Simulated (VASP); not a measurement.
A convergence study with VASP on Nb (bcc): a few settings are varied, all else stays as given below, so the limit is that of these other settings. The cell's lengths are 1 % over those of the tabulated start, so it is off equilibrium.

```yaml
crystal:
  lattice:
    - [-1.66650, 1.66650, 1.66650]
    - [1.66650, -1.66650, 1.66650]
    - [1.66650, 1.66650, -1.66650]
  atoms:
    - { symbol: Nb, position: [0.00000, 0.00000, 0.00000] }
```

The numbers are results of LDA (Ceperley-Alder, Perdew-Zunger), VASP's LDA PAW potentials (set 64) (plane waves; VASP), not measurements. The last row used: 900 eV cut-off, 13×13×13 Γ-centred mesh, first-order Methfessel-Paxton smearing of 0.10 eV, potentials Nb_pv.

Energies of different potentials or hybrids have different zeros.

```json
[
 {"setting": "ENCUT = 300, POTCAR Nb_sv", "E (eV/atom)": "-11.1914", "pressure (GPa)": "-14.79", "plane waves": "236"},
 {"setting": "ENCUT = 400, POTCAR Nb_sv", "E (eV/atom)": "___", "pressure (GPa)": "___", "plane waves": "358"},
 {"setting": "ENCUT = 520, POTCAR Nb_sv", "E (eV/atom)": "-11.2028", "pressure (GPa)": "-13.62", "plane waves": "531"},
 {"setting": "ENCUT = 700, POTCAR Nb_sv", "E (eV/atom)": "-11.2030", "pressure (GPa)": "-13.58", "plane waves": "790"},
 {"setting": "ENCUT = 900, POTCAR Nb_sv", "E (eV/atom)": "-11.2031", "pressure (GPa)": "-13.55", "plane waves": "1157"},
 {"setting": "ENCUT = 300, POTCAR Nb_pv", "E (eV/atom)": "-11.1130", "pressure (GPa)": "-12.02", "plane waves": "236"},
 {"setting": "ENCUT = 400, POTCAR Nb_pv", "E (eV/atom)": "-11.1170", "pressure (GPa)": "-11.45", "plane waves": "358"},
 {"setting": "ENCUT = 520, POTCAR Nb_pv", "E (eV/atom)": "-11.1179", "pressure (GPa)": "-11.43", "plane waves": "531"},
 {"setting": "ENCUT = 700, POTCAR Nb_pv", "E (eV/atom)": "-11.1180", "pressure (GPa)": "-11.41", "plane waves": "790"},
 {"setting": "ENCUT = 900, POTCAR Nb_pv", "E (eV/atom)": "___", "pressure (GPa)": "-11.41", "plane waves": "1157"}
]
```

### Question
What belongs in the gaps?

### Answer

- ENCUT = 400, POTCAR Nb_sv, E (eV/atom): -11.2001
- ENCUT = 400, POTCAR Nb_sv, pressure (GPa): -14.16
- ENCUT = 900, POTCAR Nb_pv, E (eV/atom): -11.1178

Left out are rungs that failed or repeat a setting and relaxations that didn't move; long series are thinned to 24 rows.

The compound is Nb in the bcc structure. The cell was not relaxed at this level.
